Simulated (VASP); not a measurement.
An input for Quantum ESPRESSO's pw.x (written as the equivalent of a VASP run, and not itself run):

```
&CONTROL
  calculation = 'scf'
  pseudo_dir = './pseudo'
  outdir = './out'
  tprnfor = .true.
  tstress = .true.
/
&SYSTEM
  ibrav = 0
  nat = 2
  ntyp = 2
  ecutwfc = 84
  occupations = 'smearing'
  smearing = 'gaussian'
  degauss = 0.003675
  input_dft = 'pbe'
/
&ELECTRONS
  conv_thr = 7.3e-08
  electron_maxstep = 100
/
ATOMIC_SPECIES
  Li 6.940 Li.upf
  F 18.998 F.upf
CELL_PARAMETERS angstrom
     0.0000000    1.9547190    2.0144880
     1.9683310    0.0000000    2.0144880
     1.9683310    1.9547190    0.0000000
ATOMIC_POSITIONS crystal
  Li   0.0000000  0.0000000  0.0000000
  F    0.4865490  0.5134510  0.5134510
K_POINTS automatic
  10 10 10 0 0 0
```

Translate this input to VASP (INCAR, KPOINTS, POSCAR, choice of POTCAR).

One answer among several that fit: 
**POSCAR**
```
LiF
1
    0.0000000000     1.9547190000     2.0144880000
    1.9683310000     0.0000000000     2.0144880000
    1.9683310000     1.9547190000     0.0000000000
Li F
1 1
Direct
  0.0000000000   0.0000000000   0.0000000000
  0.4865490000   0.5134510000   0.5134510000
```

### KPOINTS
```
Regular mesh
0
gamma
10 10 10
```

**INCAR**
```
ALGO  =  Normal
EDIFF  =  1E-6
ENCUT  =  520
GGA  =  PE
ISIF  =  2
ISMEAR  =  0
LASPH  =  .TRUE.
LCHARG  =  .FALSE.
LREAL  =  .FALSE.
LWAVE  =  .FALSE.
NELM  =  100
PREC  =  Accurate
SIGMA  =  0.05
SYSTEM  =  LiF
```

POTCAR, in this order: Li_sv F (PBE.64 set). Program: vasp_std.

The two are equivalent in intent, not identical: the potentials are each code's own (VASP's PAW set, PseudoDojo norm-conserving files in pw.x), so ENCUT and ecutwfc are chosen apart and not converted; conv_thr bounds pw.x's estimated SCF error, while EDIFF bounds the energy change between steps.

The compound is LiF in the rock salt structure. The cell was not relaxed at this level, atoms are displaced from their ideal sites.
